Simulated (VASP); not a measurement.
Here is the system:

```xyz
4
Lattice="4.1064 0.0000 0.0000 0.0000 4.1064 0.0000 0.0000 0.0000 4.1064" Properties=species:S:1:pos:R:3 pbc="T T T"
Sc     0.0000     0.0000     0.0000
Al     0.0000     2.0532     2.0532
Al     2.0532     0.0000     2.0532
Al     2.0532     2.0532     0.0000
```

The numbers are results of PBE GGA, VASP's PBE PAW potentials (set 64) (plane waves; VASP), not measurements. Settings: 480 eV cut-off, 8×8×8 Γ-centred mesh, first-order Methfessel-Paxton smearing of 0.10 eV, potentials Sc_sv Al.

Energy and stress use the plane-wave basis of the starting cell.

Problem. The ions, cell shape and volume at an external pressure of 5.0 GPa are relaxed. Predict the relaxed structure.

Solution. 
```xyz
4
Lattice="4.0356 0.0000 0.0000 0.0000 4.0356 0.0000 0.0000 0.0000 4.0356" Properties=species:S:1:pos:R:3 pbc="T T T"
Sc     0.0000     0.0000     0.0000
Al     0.0000     2.0178     2.0178
Al     2.0178     0.0000     2.0178
Al     2.0178     2.0178     0.0000
```
Space group Pm-3m (221), at a tolerance of 0.03 Å.

Problem. How do energy and volume change from the first to the last step?

Solution. The energy (σ→0) changes by +13.0 meV/atom and the volume by -5.1 %, in 3 ionic steps.

| step | E(σ→0) (eV) | max force (eV/Å) | pressure (GPa) | volume (Å³) |
|---|---|---|---|---|
| 1 | -19.2968 | 0.000 | 0.00 | 69.24 |
| 2 | -19.1734 | 0.000 | 8.08 | 63.96 |
| 3 | -19.2449 | 0.000 | 5.00 | 65.72 |

The compound is Al3Sc in the L1_2 structure. This run relaxes it under an external pressure of 5 GPa. Symmetry was kept, so distortions that lower it aren't found.
